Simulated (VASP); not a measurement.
An input for Quantum ESPRESSO's pw.x (written as the equivalent of a VASP run, and not itself run):

```
&CONTROL
  calculation = 'scf'
  pseudo_dir = './pseudo'
  outdir = './out'
  tprnfor = .true.
  tstress = .true.
/
&SYSTEM
  ibrav = 0
  nat = 2
  ntyp = 2
  ecutwfc = 84
  occupations = 'smearing'
  smearing = 'methfessel-paxton'
  degauss = 0.00735
  input_dft = 'pz'
/
&ELECTRONS
  conv_thr = 7.3e-09
  electron_maxstep = 100
/
ATOMIC_SPECIES
  Zn 65.380 Zn.upf
  Au 196.967 Au.upf
CELL_PARAMETERS angstrom
     3.1610421    0.0000000    0.0000000
     0.0000000    3.1610421    0.0000000
     0.0000000    0.0000000    3.1610421
ATOMIC_POSITIONS crystal
  Zn   0.5000000  0.5000000  0.5000000
  Au   0.0000000  0.0000000  0.0000000
K_POINTS automatic
  12 12 12 0 0 0
```

Problem. Translate this input to VASP (INCAR, KPOINTS, POSCAR, choice of POTCAR).

Solution. Several could match; the one computed here: 
INCAR:
```
SYSTEM = AuZn
PREC = Accurate; ENCUT = 520; LREAL = .FALSE.
LASPH = .TRUE.
EDIFF = 1E-7; NELM = 100; ALGO = Normal
LMAXMIX = 6
ISMEAR = 1; SIGMA = 0.1
ISIF = 2
LWAVE = .FALSE.; LCHARG = .FALSE.
```

POSCAR:
```
AuZn
1
    3.1610420917     0.0000000000     0.0000000000
    0.0000000000     3.1610420917     0.0000000000
    0.0000000000     0.0000000000     3.1610420917
Zn Au
1 1
Direct
  0.5000000000   0.5000000000   0.5000000000
  0.0000000000   0.0000000000   0.0000000000
```

**KPOINTS**
```
Automatic mesh
0
Gamma
  12 12 12
```

POTCAR, in this order: Zn Au (LDA.64 set). Program: vasp_std.

What does not carry over: the potentials are each code's own (VASP's PAW set, PseudoDojo norm-conserving files in pw.x), so ENCUT and ecutwfc are chosen apart and not converted; conv_thr bounds pw.x's estimated SCF error, while EDIFF bounds the energy change between steps.

The compound is AuZn in the CsCl type structure. This cell is one point of a volume scan, at 1.06 of the reference volume.
